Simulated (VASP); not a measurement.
Computed with PBE GGA, VASP's PBE PAW potentials (set 64) (plane waves; VASP).

VASP input:

**INCAR**
```
SYSTEM = CdGeAs2
PREC = Accurate
ENCUT = 500
EDIFF = 1E-6
NELM = 100
ALGO = Normal
LREAL = .FALSE.
LASPH = .TRUE.
ISMEAR = 0
SIGMA = 0.05
GGA = PE
LMAXMIX = 4
LWAVE = .FALSE.
LCHARG = .FALSE.
IBRION = 2
ISIF = 3
NSW = 40
EDIFFG = -0.02
```

File KPOINTS:
```
Regular mesh
0
Gamma
 5 5 5
0 0 0
```

**POSCAR**
```
CdGeAs2
1.0
 -3.0250276031   3.0250276031   5.7329847058
  3.0250276031  -3.0250276031   5.7329847058
  3.0250276031   3.0250276031  -5.7329847058
Cd Ge As
2 2 4
direct
  1.0000000000   0.0000000000   1.0000000000
  0.7500000000   0.2500000000   0.5000000000
  0.5000000000   0.5000000000   1.0000000000
  0.2500000000   0.7500000000   0.5000000000
  0.8750000000   0.8482297890   0.4732297890
  0.1517702110   0.6250000000   0.0267702110
  0.3750000000   0.4017702110   0.5267702110
  0.5982297890   0.1250000000   0.9732297890
```

POTCAR, in this order: Cd Ge_d As (PBE.64 set). Program: vasp_std.

Output

File OSZICAR:
```
       N       E                     dE             d eps       ncg     rms          rms(c)
DAV:   1     0.698848130736E+03    0.69885E+03   -0.32928E+04  1963   0.261E+03
DAV:   2     0.804416066662E+02   -0.61841E+03   -0.60302E+03  1556   0.800E+02
DAV:   3    -0.244778142091E+02   -0.10492E+03   -0.10297E+03  1787   0.183E+02
DAV:   4    -0.306484385020E+02   -0.61706E+01   -0.61438E+01  1840   0.510E+01
DAV:   5    -0.307876582082E+02   -0.13922E+00   -0.13901E+00  1821   0.787E+00    0.839E+00
DAV:   6    -0.300315730053E+02    0.75609E+00   -0.17900E+00  1779   0.104E+01    0.647E+00
DAV:   7    -0.299613328196E+02    0.70240E-01   -0.77879E-01  1861   0.359E+00    0.249E+00
DAV:   8    -0.299604823017E+02    0.85052E-03   -0.98889E-02  1769   0.251E+00    0.537E-01
DAV:   9    -0.299610411329E+02   -0.55883E-03   -0.15325E-02  1789   0.122E+00    0.132E-01
DAV:  10    -0.299609350715E+02    0.10606E-03   -0.26276E-03  1705   0.429E-01    0.558E-02
DAV:  11    -0.299611463270E+02   -0.21126E-03   -0.80331E-04  1890   0.135E-01    0.336E-02
DAV:  12    -0.299611246444E+02    0.21683E-04   -0.15076E-04  1572   0.932E-02    0.181E-02
DAV:  13    -0.299611323295E+02   -0.76850E-05   -0.16332E-05  1549   0.254E-02    0.717E-03
DAV:  14    -0.299611313229E+02    0.10066E-05   -0.68870E-06  1711   0.217E-02    0.137E-03
DAV:  15    -0.299611314096E+02   -0.86704E-07   -0.85964E-07   943   0.485E-03
   1 F= -.29961131E+02 E0= -.29961128E+02  d E =-.299611E+02
       N       E                     dE             d eps       ncg     rms          rms(c)
DAV:   1    -0.299817276969E+02   -0.20596E-01   -0.37746E-01  1805   0.648E+00    0.964E-01
DAV:   2    -0.299655068877E+02    0.16221E-01   -0.38972E-02  1773   0.224E+00    0.390E-01
DAV:   3    -0.299625336228E+02    0.29733E-02   -0.58065E-03  1797   0.678E-01    0.275E-01
DAV:   4    -0.299618216571E+02    0.71197E-03   -0.10958E-03  1743   0.222E-01    0.535E-02
DAV:   5    -0.299617759925E+02    0.45665E-04   -0.24375E-04  1764   0.148E-01    0.254E-02
DAV:   6    -0.299617739184E+02    0.20741E-05   -0.53809E-05  1740   0.459E-02    0.636E-03
DAV:   7    -0.299617732147E+02    0.70368E-06   -0.34418E-06  1335   0.128E-02
   2 F= -.29961773E+02 E0= -.29961769E+02  d E =-.641805E-03
```

**OUTCAR**
```
------------------------ aborting loop because EDIFF is reached ----------------------------------------
  FORCE on cell =-STRESS in cart. coord.  units (eV):
  Direction    XX          YY          ZZ          XY          YZ          ZX
  --------------------------------------------------------------------------------------
  Total       -0.1276584     -0.1276584     -0.0613038      0.0000000      0.0000000      0.0000000
  in kB       -0.9692203     -0.9692203     -0.4654367      0.0000000      0.0000000      0.0000000
  external PRESSURE =      -0.8012924 kB  Pullay stress =       0.0000000 kB
  volume of cell :      211.03
      direct lattice vectors                 reciprocal lattice vectors
    -3.030281617  3.030281617  5.745282280     0.000000000  0.165001166  0.087027926
     3.030281617 -3.030281617  5.745282280     0.165001166  0.000000000  0.087027926
     3.030281617  3.030281617 -5.745282280     0.165001166  0.165001166  0.000000000
 POSITION                                       TOTAL-FORCE (eV/Angst)
 -----------------------------------------------------------------------------------
      3.03028     -3.03028      5.74528        -0.000000     -0.000000     -0.000000
      0.00000      3.03028      2.87264        -0.000000      0.000000     -0.000000
      0.00000      0.00000      5.74528         0.000000      0.000000      0.000000
      3.03028      0.00000      2.87264         0.000000      0.000000     -0.000000
      1.35251      1.51514      7.18160        -0.008258     -0.000000     -0.000000
      1.51514     -1.35251      4.30896         0.000000      0.008258      0.000000
      1.67777      1.51514      1.43632         0.008258      0.000000      0.000000
      1.51514      4.38280     -1.43632        -0.000000     -0.008258     -0.000000
 -----------------------------------------------------------------------------------
    total drift:                               -0.000001     -0.000001     -0.000005
  FREE ENERGIE OF THE ION-ELECTRON SYSTEM (eV)
  ---------------------------------------------------
  free  energy   TOTEN  =       -29.9617732147 eV

  energy  without entropy=      -29.9617650814  energy(sigma->0) =      -29.96176915

 reached required accuracy - stopping structural energy minimisation
```
(Selected blocks of OUTCAR.)

File CONTCAR:
```
CdGeAs2
   1.00000000000000
    -3.0302816169420108    3.0302816169420108    5.7452822797477214
     3.0302816169420108   -3.0302816169420108    5.7452822797477214
     3.0302816169420108    3.0302816169420108   -5.7452822797477214
  Cd              Ge              As
     2     2     4
Direct
     0.0000000000000000    1.0000000000000000    0.0000000000000000
     0.7500000000000000    0.2500000000000000    0.5000000000000000
     0.5000000000000000    0.5000000000000000    0.0000000000000000
     0.2500000000000000    0.7500000000000000    0.5000000000000000
     0.8750000000000000    0.8481665283094401    0.4731665283094401
     0.1518334716905600    0.6250000000000000    0.0268334716905600
     0.3750000000000000    0.4018334716905599    0.5268334716905599
     0.5981665283094401    0.1250000000000000    0.9731665283094401
```

The compound is CdGeAs2 in the chalcopyrite structure. This run relaxes it. Symmetry was kept, so distortions that lower it aren't found.
